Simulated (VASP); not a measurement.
Set up this calculation in VASP 6.6.1, as the native input.

```
Task                   : relaxation of cell and atoms
Functional             : PBEsol
Potentials or basis    : VASP PAW PBE potentials, release 64 (Y_sv, Ge_d)
Cutoff                 : 600 eV
k mesh                 : 6 × 6 × 6
Occupations            : fermi-dirac, width 0.05 eV
Spin                   : no spin polarisation
Further INCAR settings : ALGO = Normal; EDIFF = 1e-07; IBRION = 2; EDIFFG = -0.01; NSW = 40; ISIF = 3
```

The structure of Y3Ge lies in POSCAR:

```
Y3Ge
1.0
   -2.2653940000      2.2653940000      5.1970200000
    2.2653940000     -2.2653940000      5.1970200000
    2.2653940000      2.2653940000     -5.1970200000
Y Ge
3 1
Direct
    0.5000000000      0.5000000000      0.0000000000
    0.2500000000      0.7500000000      0.5000000000
    0.7500000000      0.2500000000      0.5000000000
    0.0000000000      0.0000000000      0.0000000000
```

The cell comes from a database or a generator and needn't be the stable form of this composition.

These files were run (other wordings do the same):

INCAR

```
SYSTEM = Y3Ge
PREC = Accurate
ENCUT = 600
EDIFF = 1E-7
ISMEAR = -1
SIGMA = 0.05
LREAL = .FALSE.
LASPH = .TRUE.
NELM = 60
ALGO = Normal
ISIF = 3
LWAVE = .FALSE.
LCHARG = .FALSE.
GGA = PS
IBRION = 2
NSW = 40
EDIFFG = -0.01
```

KPOINTS

```
Automatic mesh
0
G
  6 6 6
  0 0 0
```

Potentials or basis: VASP PAW PBE potentials, release 64 (Y_sv, Ge_d).

The run is started by

```bash
$ cat potpaw_PBE.64/Y_sv/POTCAR potpaw_PBE.64/Ge_d/POTCAR > POTCAR
$ mpirun -np 1 vasp_std > vasp.out
```

Results of the run:

```
Relaxed volume                         : 25.14 Å³/atom
Relaxed cell                           : a = 5.942 Å, b = 5.942 Å, c = 5.942 Å, α = 135.81°, β = 135.81°, γ = 64.28°
Space group after relaxing (to 0.05 Å) : I4/mmm (No. 139)
Energy gained by relaxing              : 14.0 meV/atom
Ionic steps                            : 5
Pressure after relaxing                : 0.0 GPa
Band gap on the k mesh                 : none (metal or under the smearing width)
```

Caveat: the PAW data sets were made with another functional, which shifts forces and pressure a little.

Wall time 11 min on 1 thread of Intel(R) Xeon(R) 6975P-C (Granite Rapids), with other jobs on the host, peak memory 0.46 GiB.
